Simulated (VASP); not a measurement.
The input files of a VASP run:

File KPOINTS:
```
Regular mesh
0
Gamma
12 12 12
0 0 0
```

POSCAR:
```
LiF
1.0
  0.0000000000   1.8478129571   1.8478129571
  1.8478129571   0.0000000000   1.8478129571
  1.8478129571   1.8478129571   0.0000000000
Li F
1 1
Cart
  0.0000000000   0.0000000000   0.0000000000
  1.8478129571   1.8478129571   1.8478129571
```

INCAR:
```
# general
SYSTEM  = LiF
PREC    = Accurate
ENCUT   = 620
LREAL   = .False.   # projection in real space or not
LASPH   = .True.   # aspherical one-centre terms

# electronic loop
EDIFF   = 1E-6
NELM    = 100   # most electronic steps
ALGO    = Normal   # blocked Davidson

# smearing
ISMEAR  = 0   # Gaussian
SIGMA   = 0.05   # width (eV)

# ions
IBRION  = 2
NSW     = 40
ISIF    = 3   # ions, shape and volume
EDIFFG  = -0.02
PSTRESS = 300   # kbar

# output
LWAVE   = .False.
LCHARG  = .False.
```

POTCAR, in this order: Li_sv F (LDA.64 set). Program: vasp_std.

Question: Translate this LDA calculation to Ansatz.

Answer: One equivalent input (not run):
Ansatz 0.2 input:
```yaml
crystal:
  lattice:
    - [0.0000000, 1.8478130, 1.8478130]
    - [1.8478130, 0.0000000, 1.8478130]
    - [1.8478130, 1.8478130, 0.0000000]
  atoms:
    - { symbol: Li, position: [0.0000000, 0.0000000, 0.0000000] }
    - { symbol: F, position: [0.5000000, 0.5000000, 0.5000000] }
kpoints:
  mp_grid: { grid: [12, 12, 12] }
hamiltonian:
  xc: lda
  pseudopotentials: { kind: paw }
scf:
  occupations: { method: gaussian, width: 0.05 }
  max_iter: 100
relax:
  max_steps: 40
  f_tol: 0.02
  cell: { p_target: 30 }
output: { forces: true, stress: true, eigenvalues: true }
```
Limits of the translation: each code has its own PAW files, so the cut-off isn't converted (ENCUT is set for VASP's; basis.ecutwfc is left out, and Ansatz then takes the one that its files recommend); Ansatz stops its SCF on the density residual and VASP on the energy change (EDIFF); Ansatz's lda is the Perdew-Wang form, while the LDA potentials of VASP carry Perdew-Zunger's.

The compound is LiF in the rock salt structure. This run relaxes it under an external pressure of 30 GPa. Symmetry was kept, so distortions that lower it aren't found.
